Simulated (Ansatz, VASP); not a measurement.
## Cross-check of SiHCF (H-SiC-F chair monolayer) between VASP and Ansatz

One calculation is typed for both programs; each brings its own data sets. How far apart do they land? The cell is taken from a series of runs on this material, whose earlier steps may have relaxed, scaled, displaced or heated it; both programs get it as it stands.

Main program and level: Ansatz 0.2.0; plane waves, with VASP 6.6.1 beside it; PBE with D3(BJ).

## Step 1: Set-up

The cell holds 4 atoms: 1 F, 1 C, 1 Si and 1 H. Cell: a = 3.144 Å, b = 3.144 Å, c = 21.515 Å, α = 90.0°, β = 90.0°, γ = 120.0°. Vacuum lies along c.

## Step 2: Ansatz: single point, PBE with D3(BJ)

Ansatz runs on its default PAW (the set named soft_2) files.

A single point takes one fixed geometry, so differences don't come from the geometry; what else differs is listed under the comparison.

input.yaml reads:

```yaml
crystal:
  lattice:
    - [3.1435925703, 0.0, 0.0]
    - [-1.5717962851, 2.722431025, 0.0]
    - [0.0, 0.0, 21.5145689635]
  atoms:
    - { symbol: F, position: [0.6666666667, 0.3333333333, 0.4183211858] }
    - { symbol: C, position: [0.6666666667, 0.3333333333, 0.48465219] }
    - { symbol: Si, position: [0.3333333333, 0.6666666667, 0.5120419393] }
    - { symbol: H, position: [0.3333333333, 0.6666666667, 0.5816788142] }
kpoints:
  mp_grid: { grid: [18, 18, 1] }
  band_path:
    path: [[0, 0, 0], [0.5, 0, 0], [0.33333333, 0.33333333, 0], [0, 0, 0]]
    npoints: 16
hamiltonian:
  xc: pbe
  dispersion: d3bj
scf:
  occupations: { method: fermi_dirac, width: 0.02585 }
  convergence: { dr2_threshold: 1.0e-10 }
efield:
  axis: 3
  dipole_correction: true
  ramp_position: 0.97
  ramp_width: 0.06
  amplitude: 0
output:
  dos: { projected: true, e_range: [-6, 5] }
  bader: true
  write_potential: true
  write_density: true
  volumetric_format: npy
  elf: true
```

On the command line:

```console
$ ansatz run input.yaml --threads 2 --pin off --max-ram 3072MiB --backend cpu --events-out ev --progress --plain --runs-dir out
```

Numbers of over 12 decimals in the logs are rounded to 6 here.

What it wrote:

```text
Engine: ansatz 0.2.0, aarch64-unknown-linux-gnu
Pseudopotentials: kind: paw
Pseudopotential: F, paw, valence charge 7, recommended cutoff 420 eV (normal), F.paw.azcp
Pseudopotential: C, paw, valence charge 4, recommended cutoff 420 eV (normal), C.paw.azcp
Pseudopotential: Si, paw, valence charge 4, recommended cutoff 420 eV (normal), Si.paw.azcp
Pseudopotential: H, paw, valence charge 1, recommended cutoff 420 eV (normal), H.paw.azcp
Functional definition: PBE
  parameter kappa = 0.804
  parameter beta = 0.066725
  exchange = pbe_x(kappa = kappa, mu = beta*pi^2/3)
  correlation = pbe_c(beta = beta)
Crystal: 4 atoms, lattice volume = 184.126 Å³
Basis set: ecut = 420 eV, 3587 PW (Γ)
Bands: 12, of which v1, the nominal top of the filled ones, is band 8 counted from 1 (7 counted from 0)
Symmetry: 6 space group operations
Space group: P3m1 (ITA 156), of the structure as read, at distance tolerance 5.7e-5 Å
k-points: 37 of 324 (time reversal used)
Non-local potential: F, projectors of the file, l = 0: 2, l = 1: 2, l = 2: 1
Non-local potential: C, projectors of the file, l = 0: 2, l = 1: 2, l = 2: 1
Non-local potential: Si, projectors of the file, l = 0: 2, l = 1: 2, l = 2: 2
Non-local potential: H, projectors of the file, l = 0: 2, l = 1: 1
PAW form: soft (Blöchl's): semilocal exchange-correlation on the pseudo side does not see the compensation charge
PAW one-centre angular grid: F, 110 points (default); XC on 64 Gauss nodes
PAW one-centre angular grid: C, 110 points (default); XC on 64 Gauss nodes
PAW one-centre angular grid: Si, 110 points (default); XC on 64 Gauss nodes
PAW one-centre angular grid: H, 110 points (default); XC on 64 Gauss nodes
Initial density: superposition of atomic densities (neutral atoms: chi_scale 0, normalization atom), corrected by the library's trained network
Initial wavefunctions: pseudopotential atomic-orbital guess
Functional: x = pbe(κ = 0.804, μ = 0.219515), c = pbe(β = 0.066725)
SCF iter   1: F=—  HF=-1710.097026 eV  |F-HF|=—  |Δ(HF+E_count)|=         —  Δρ=3.98e-3  dr2=4.41e-2  ethr=1.77e-3  p=0.095 e·Å  D=9.38e-2 V/Å  ΔV_dip=-2.02 eV  dr2_dipole=4.29e-3  V_vac-E_F(+/−)=3.71/5.73 eV  ⟨swp⟩=8.6  Hψ=3749  notcnv=0
efield: sawtooth ramp at fractional position 0.9700 (set: `efield.ramp_position`, or a place that a band, a saddle search or an elastic batch's reference lends), width 0.0600; the density the first Hamiltonian is built on has a dipole p = 0.095 e·Å; the dipole correction subtracts the counter field D = 9.38e-2 V/Å, which shifts the + side's vacuum level by -2.02 eV against the − side's; the planar-averaged density in the ramp window peaks in size at 1.0e-5 e/Å³
preconditioner: auto → none  [insulator: Δε(μ)=2.711 eV  Ē_g=11.362 eV  σ=0.026 eV  W_gap=1.00  n_scr=12 (ndim 8)  ℏωp=10.2 eV  f_vac=0.714  D(μ)=0.00/eV (n_scr^D=0)  ε∞_Penn≈1.8]
SCF iter   2: F=—  HF=-1710.104531 eV  |F-HF|=—  |Δ(HF+E_count)|=   7.51e-3  Δρ=5.60e-3  dr2=7.95e-2  ethr=2.76e-4  p=0.142 e·Å  D=1.40e-1 V/Å  ΔV_dip=-3.01 eV  dr2_dipole=1.10e-2  V_vac-E_F(+/−)=3.36/6.36 eV  ⟨swp⟩=3.5  Hψ=1290  notcnv=0
SCF iter   3: F=—  HF=-1710.088310 eV  |F-HF|=—  |Δ(HF+E_count)|=   1.62e-2  Δρ=1.89e-3  dr2=3.32e-3  ethr=2.76e-4  p=0.116 e·Å  D=1.14e-1 V/Å  ΔV_dip=-2.46 eV  dr2_dipole=1.66e-4  V_vac-E_F(+/−)=3.66/6.13 eV  ⟨swp⟩=3.0  Hψ=857  notcnv=0
SCF iter   4: F=—  HF=-1710.088516 eV  |F-HF|=—  |Δ(HF+E_count)|=   2.05e-4  Δρ=4.69e-4  dr2=5.79e-4  ethr=2.07e-5  p=0.115 e·Å  D=1.13e-1 V/Å  ΔV_dip=-2.43 eV  dr2_dipole=3.22e-5  V_vac-E_F(+/−)=3.75/6.18 eV  ⟨swp⟩=3.1  Hψ=991  notcnv=0
SCF iter   5: F=—  HF=-1710.088499 eV  |F-HF|=—  |Δ(HF+E_count)|=   1.62e-5  Δρ=8.00e-5  dr2=7.15e-6  ethr=3.62e-6  p=0.113 e·Å  D=1.11e-1 V/Å  ΔV_dip=-2.39 eV  dr2_dipole=2.14e-8  V_vac-E_F(+/−)=3.82/6.20 eV  ⟨swp⟩=2.6  Hψ=824  notcnv=0
SCF iter   6: F=—  HF=-1710.088515 eV  |F-HF|=—  |Δ(HF+E_count)|=   1.56e-5  Δρ=3.58e-5  dr2=1.13e-6  ethr=4.47e-8  p=0.113 e·Å  D=1.11e-1 V/Å  ΔV_dip=-2.39 eV  dr2_dipole=1.10e-8  V_vac-E_F(+/−)=3.82/6.21 eV  ⟨swp⟩=2.0  Hψ=774  notcnv=0
SCF iter   7: F=—  HF=-1710.088519 eV  |F-HF|=—  |Δ(HF+E_count)|=   3.98e-6  Δρ=7.16e-6  dr2=8.24e-8  ethr=7.07e-9  p=0.113 e·Å  D=1.11e-1 V/Å  ΔV_dip=-2.39 eV  dr2_dipole=2.39e-9  V_vac-E_F(+/−)=3.82/6.21 eV  ⟨swp⟩=2.2  Hψ=803  notcnv=0
SCF iter   8: F=—  HF=-1710.088519 eV  |F-HF|=—  |Δ(HF+E_count)|=   3.42e-7  Δρ=2.22e-6  dr2=6.54e-9  ethr=5.15e-10  p=0.113 e·Å  D=1.11e-1 V/Å  ΔV_dip=-2.39 eV  dr2_dipole=2.64e-11  V_vac-E_F(+/−)=3.82/6.21 eV  ⟨swp⟩=2.0  Hψ=714  notcnv=0
SCF iter   9: F=—  HF=-1710.088519 eV  |F-HF|=—  |Δ(HF+E_count)|=   5.50e-9  Δρ=3.95e-7  dr2=2.03e-10  ethr=4.09e-11  p=0.113 e·Å  D=1.11e-1 V/Å  ΔV_dip=-2.39 eV  dr2_dipole=3.52e-12  V_vac-E_F(+/−)=3.82/6.21 eV  ⟨swp⟩=2.0  Hψ=704  notcnv=0
SCF iter  10: F=-1710.088519 eV  HF=-1710.088519 eV  |F-HF|=2.11e-11  |Δ(HF+E_count)|=  4.65e-10  Δρ=4.11e-8  dr2=2.42e-12  ethr=1.00e-12  p=0.113 e·Å  D=1.11e-1 V/Å  ΔV_dip=-2.39 eV  dr2_dipole=2.96e-16  V_vac-E_F(+/−)=3.82/6.21 eV  ⟨swp⟩=5.2  Hψ=1535  notcnv=0
SCF 1 converged in 10 iterations: F = -1710.088519 eV  dr2 = 2.42e-12
  greatest PAW one-centre occupation: 0.933 electrons in one spin orbital (limit 2), on the F atom at site 0 (counted from 0), in its partial waves of l = 0
NSCF: frozen V_eff on 49 k-points
efield: sawtooth ramp at fractional position 0.9700 (kept from the solve that this one continues, or follows in the run), width 0.0600; the density the first Hamiltonian is built on has a dipole p = 0.113 e·Å; the dipole correction subtracts the counter field D = 1.11e-1 V/Å, which shifts the + side's vacuum level by -2.39 eV against the − side's; the planar-averaged density in the ramp window peaks in size at 6.0e-6 e/Å³
WARN: The output density's exchange-correlation potential varies sharply where the density is thin. Do not read a vacuum level from v_tot or v_xc, or from such a field of the output density. On a cell that repeats whose density bears no net charge and no dipole along the vacuum's axis use v_es (v_loc + v_h of the components); under efield.dipole_correction with no amplitude use v_es + v_field, which holds any externa [...]
SCF converged after 10 iterations
Free energy (F): -1710.088519 eV
Harris-Foulkes:  -1710.088519 eV  (|F-HF|=2.11e-11)
Internal energy: -1710.088519 eV  (E = F + TS)
E sigma→0 (E₀):  -1710.088519 eV
Fermi energy:    -2.551440 eV
Dipole field:    D = 0.110881 V/Å  (p = 0.112827 e·Å, saw-weighted, corrected)
Work function:   Φ+ = 3.8225 eV   Φ− = 6.2081 eV
Levels:          The Fermi level and band energies are counted from a zero that moves with the ramp; work functions are not
--- Per-component energies (eV) ---
  E_band       = -186.573875
  E_kinetic    = 350.210500
  E_local      = -7317.850013  (includes V_loc(G=0)·N_el)
  E_nonlocal   = 127.263842
  E_hartree    = 3473.680403
  E_xc         = -191.624221
  E_vxc        = -219.606034  (∫ρ·V_xc dr)
  E_paw        = -812.553558  (= ΣΔE_a)
  E_vpaw       = -75.166942  (= ΣTr[D̂ρ^β])
  E_aug_tail   = 0.000808  (compensation charges beyond the density's cutoff)
  E_efield     = 0.006255  (sawtooth field / dipole correction)
  E_vefield    = 1.213155  (∫n·V_field dr)
  E_ewald      = 2661.128015
  E_disp       = -0.350551  (pairwise vdW)
  E_smearing   = -0.000000  (= −TS)
  E_closure    = -0.000000  (closes the sum)
  Σ components = -1710.088519   (vs F -1710.088519, Δ=0.00e0)
--- Band table (eV; the first three rows and the last of 37) ---
  k-point 0: bands = [... 4 lower, -8.1930, -8.1155, -3.9087, -3.9087, -1.2196, 0.6514, 1.7929, 2.8766]
  k-point 1: bands = [... 4 lower, -8.2100, -8.0556, -4.1119, -3.9610, -1.0955, 0.7258, 1.8588, 2.9259]
  k-point 2: bands = [... 4 lower, -8.2589, -7.9968, -4.6014, -4.1021, -0.8146, 0.9090, 2.0358, 2.6354]
  k-point 36: bands = [... 4 lower, -9.8374, -8.4385, -6.7812, -5.8107, 1.0647, 1.0750, 3.9154, 5.0377]
--- Bader charges: 4 sites ---
  site symbol  charge [e]  shift [e]
     0      F     -0.5800     0.0043
     1      C     -1.4550     0.0076
     2     Si      2.6894     0.0156
     3      H     -0.6544     0.0037
  estimated error of the sums over rays = 4.4e-4 e
```

## Step 3: VASP: single point, PBE with D3(BJ)

The same cell, functional, mesh and smearing now go to VASP, with its own data sets.

Lines of VASP's logs that name or quote its potential files are left out, and so is its time.

INCAR reads:

```
SYSTEM = SiHCF
PREC = Accurate
ENCUT = 520
EDIFF = 1E-06
NELM = 120
ISMEAR = -1
SIGMA = 0.02585
LREAL = .FALSE.
ALGO = Normal
GGA = PE
IVDW = 12
NBANDS = 14
LORBIT = 11
LWAVE = .FALSE.
LCHARG = .FALSE.
ISIF = 2
LDIPOL = .TRUE.
IDIPOL = 3
DIPOL = 0.5 0.5 0.499
LVHAR = .TRUE.
LASPH = .TRUE.
GGA_COMPAT = .FALSE.
EFERMI = MIDGAP
NELMDL = -8
```

POSCAR reads:

```
SiHCF
1.0
    3.1435925703      0.0000000000      0.0000000000
   -1.5717962851      2.7224310250      0.0000000000
    0.0000000000      0.0000000000     21.5145689635
F C Si H
1 1 1 1
Direct
    0.6666666667      0.3333333333      0.4183211858
    0.6666666667      0.3333333333      0.4846521900
    0.3333333334      0.6666666666      0.5120419393
    0.3333333334      0.6666666666      0.5816788142
```

KPOINTS reads:

```
Automatic mesh
0
Gamma
18 18 1
0 0 0
```

PAW data sets: F, C, Si and H (PBE family, release 64).

On the command line:

```console
$ mpirun -np 1 vasp_std
```

What it wrote:

```text
[banner, memory and clock lines left out]
running    1 mpi-ranks, on    1 nodes
 distrk:  each k-point on    1 cores,    1 groups
 distr:  one band on    1 cores,    1 groups

 POSCAR found type information on POSCAR F C SiH
 POSCAR found :  4 types and       4 ions
 LDA part: xc-table for (Slater+PW92), standard interpolation
 POSCAR, INCAR and KPOINTS ok, starting setup
 FFT: planning ... GRIDC
 FFT: planning ... GRID_SOFT
 FFT: planning ... GRID
 WAVECAR not read
 entering main loop
       N       E                     dE             d eps       ncg     rms          rms(c)
DAV:   1     0.127368371464E+03    0.12737E+03   -0.57674E+03  1060   0.835E+02
DAV:   2    -0.732589206572E+01   -0.13469E+03   -0.12304E+03  1770   0.189E+02
DAV:   3    -0.224422170854E+02   -0.15116E+02   -0.14917E+02  1418   0.796E+01
DAV:   4    -0.227608867492E+02   -0.31867E+00   -0.31781E+00  1406   0.129E+01
DAV:   5    -0.227669146300E+02   -0.60279E-02   -0.60197E-02  1384   0.160E+00
DAV:   6    -0.227671114413E+02   -0.19681E-03   -0.19678E-03  1404   0.274E-01
DAV:   7    -0.227671188950E+02   -0.74538E-05   -0.74533E-05  1412   0.492E-02
DAV:   8    -0.227671192616E+02   -0.36663E-06   -0.36666E-06  1258   0.101E-02    0.888E+00
DAV:   9    -0.215421032860E+02    0.12250E+01   -0.17278E+00  1378   0.110E+01    0.465E+00
DAV:  10    -0.213675163049E+02    0.17459E+00   -0.49430E-01  1432   0.490E+00    0.143E+00
DAV:  11    -0.213486177421E+02    0.18899E-01   -0.54747E-02  1444   0.173E+00    0.475E-01
DAV:  12    -0.213460911724E+02    0.25266E-02   -0.74280E-03  1462   0.698E-01    0.133E-01
DAV:  13    -0.213454852295E+02    0.60594E-03   -0.80897E-04  1458   0.304E-01    0.686E-02
DAV:  14    -0.213450929373E+02    0.39229E-03   -0.33558E-04  1444   0.170E-01    0.318E-02
[...]
DAV:  19    -0.213458909225E+02   -0.98118E-04   -0.66805E-06  1216   0.229E-02    0.213E-03
DAV:  20    -0.213459307273E+02   -0.39805E-04   -0.15856E-06  1176   0.864E-03    0.208E-03
DAV:  21    -0.213459931154E+02   -0.62388E-04   -0.27266E-06  1144   0.747E-03    0.814E-04
DAV:  22    -0.213460066019E+02   -0.13487E-04   -0.35927E-07  1012   0.311E-03    0.618E-04
DAV:  23    -0.213460151632E+02   -0.85612E-05   -0.32708E-07   954   0.283E-03    0.477E-04
DAV:  24    -0.213460162057E+02   -0.10425E-05   -0.41807E-08  1142   0.135E-03    0.213E-04
DAV:  25    -0.213460172200E+02   -0.10143E-05   -0.34224E-08   938   0.982E-04    0.172E-04
DAV:  26    -0.213460174258E+02   -0.20578E-06   -0.58551E-09  1022   0.723E-04
   1 F= -.21696549E+02 E0= -.21696549E+02  d E =0.000000E+00
```

OUTCAR, selected parts (step 3):

```text
ion  position               nearest neighbor table
   1  0.667  0.333  0.418-   2 1.43
   2  0.667  0.333  0.485-   1 1.43   3 1.91   3 1.91   3 1.91
   3  0.333  0.667  0.512-   4 1.50   2 1.91   2 1.91   2 1.91
   4  0.333  0.667  0.582-   3 1.50

  LATTYP: Found a hexagonal cell.
 ALAT       =     3.1435925703
 C/A-ratio  =     6.8439431900

 Subroutine GETGRP returns: Found  6 space group operations
 (whereof  6 operations were pure point group operations)

The static configuration has the point symmetry C_3v.

 Found     37 irreducible k-points:

   k-points           NKPTS =     37   k-points in BZ     NKDIM =     37   number of bands    NBANDS=     14

   dimension x,y,z NGX =    24 NGY =   24 NGZ =  160
   dimension x,y,z NGXF=    48 NGYF=   48 NGZF=  320

   ENCUT  =  520.0 eV  38.22 Ry    6.18 a.u.   5.84  5.84 40.00*2*pi/ulx,y,z

   NELECT =      16.0000    total number of electrons

 k-points in reciprocal lattice and weights: Automatic mesh
   0.00000000  0.00000000  0.00000000       0.003
   0.05555556 -0.00000000  0.00000000       0.019
   0.11111111 -0.00000000  0.00000000       0.019
   0.16666667  0.00000000  0.00000000       0.019
   0.22222222 -0.00000000  0.00000000       0.019
   0.27777778  0.00000000  0.00000000       0.019
   0.33333333  0.00000000  0.00000000       0.019
   0.38888889 -0.00000000  0.00000000       0.019
   0.44444444 -0.00000000  0.00000000       0.019
[...]
0.33333333  0.27777778  0.00000000       0.037
   0.33333333  0.33333333  0.00000000       0.006

 dipolmoment           0.000000      0.000000     -0.116167 electrons x Angstroem

 average (electrostatic) potential at core
       1 -83.8265       2 -58.9550       3 -92.7660       4 -40.2123

 E-fermi :  -2.9077

 k-point     1 :       0.0000    0.0000    0.0000
  band No.  band energies     occupation
    ...
      4      -8.5076      2.00000
      5      -8.5076      2.00000
      6      -8.4480      2.00000
      7      -4.2467      2.00000
      8      -4.2467      2.00000
      9      -1.5686      0.00000
     10       0.3161      0.00000
     11       1.4841      0.00000
     12       2.5533      0.00000
     13       2.8546      0.00000
    ...

 k-point     2 :       0.0556   -0.0000    0.0000
  band No.  band energies     occupation
    ...
      4      -8.6282      2.00000
      5      -8.5247      2.00000
      6      -8.3845      2.00000
      7      -4.4487      2.00000
      8      -4.2987      2.00000
      9      -1.4447      0.00000
     10       0.3904      0.00000
     11       1.5499      0.00000
     12       2.5976      0.00000
     13       2.7093      0.00000
    ...

 k-point     3 :       0.1111   -0.0000    0.0000
  band No.  band energies     occupation
    ...
      4      -8.8556      2.00000
      5      -8.5739      2.00000
      6      -8.3272      2.00000
      7      -4.9350      2.00000
      8      -4.4389      2.00000
      9      -1.1643      0.00000
     10       0.5728      0.00000
     11       1.7263      0.00000
     12       2.2974      0.00000
     13       2.8800      0.00000
    ...

 Edisp (eV)   -0.35053

  Total      -0.05919    -0.05919     0.32915    -0.00000    -0.00000    -0.00000
  in kB      -0.51506    -0.51506     2.86406    -0.00000    -0.00000    -0.00000
  external pressure =        0.61 kB  Pullay stress =        0.00 kB

  energy-cutoff  :      520.00
  volume of cell :      184.13
      direct lattice vectors                 reciprocal lattice vectors
     3.143592570  0.000000000  0.000000000     0.318107381  0.183659382  0.000000000
    -1.571796285  2.722431025  0.000000000     0.000000000  0.367318764  0.000000000
     0.000000000  0.000000000 21.514568964     0.000000000  0.000000000  0.046480132

 POSITION                                       TOTAL-FORCE (eV/Angst)
 -----------------------------------------------------------------------------------
      1.57180      0.90748      9.00000        -0.000000     -0.000000     -0.290034
      1.57180      0.90748     10.42708         0.000000      0.000000      0.283564
      0.00000      1.81495     11.01636        -0.000000      0.000000      0.022449
      0.00000      1.81495     12.51457        -0.000000      0.000000     -0.015980
 -----------------------------------------------------------------------------------
    total drift:                               -0.000000      0.000000     -0.000601

  FREE ENERGIE OF THE ION-ELECTRON SYSTEM (eV)
  ---------------------------------------------------
  free  energy   TOTEN  =       -21.6965492303 eV

  energy  without entropy=      -21.6965492303  energy(sigma->0) =      -21.69654923

 vacuum level on the upper side and lower side of the slab         0.930         3.387

 total charge
# of ion       s       p       d       tot
------------------------------------------
    1        1.750   4.321   0.000   6.072
    2        0.829   1.599   0.000   2.428
    3        0.729   0.995   0.000   1.724
    4        0.573   0.013   0.000   0.586
--------------------------------------------------
tot          3.881   6.928   0.000  10.809

[... 3 further parts left out ...]
```

## Step 4: Comparison

Known differences besides the potentials themselves: the cutoff is 420 eV in Ansatz and 520 eV in VASP. Total energies have different zeros and are not compared.

Both answers:

| quantity | Ansatz | VASP | difference |
| --- | --- | --- | --- |
| gap on the k mesh (eV) | 2.689 | 2.678 | +0.011 |

A gap on the mesh is an upper bound, since the band edges may lie between its points. Where the cell holds vacuum, a pressure given here is an average over it and none of the material.

## Step 5: Results

| Quantity | Value |
| --- | --- |
| difference in gap on the k mesh (single point, PBE with D3(BJ)) | 0.011 eV |

The difference in gap on the k mesh is 0.011 eV (single point, PBE with D3(BJ)), within the 0.08 eV picked in this series as the mark of a large difference. How closely two codes agree says nothing of how well the functional describes the real material.

[Lines on the potential files, build, host, timing and source positions are cut from VASP's logs without a mark.]

[Logs are printed without paths, hosts, clocks, repeated set-up lines and the standing remarks that a program may print on its own settings, such as how far it seeks lower states.]

[Hosts, paths, dates, database ids (printed as entryN), source tags and the programs' standing remarks are cut or masked in the printed files.]
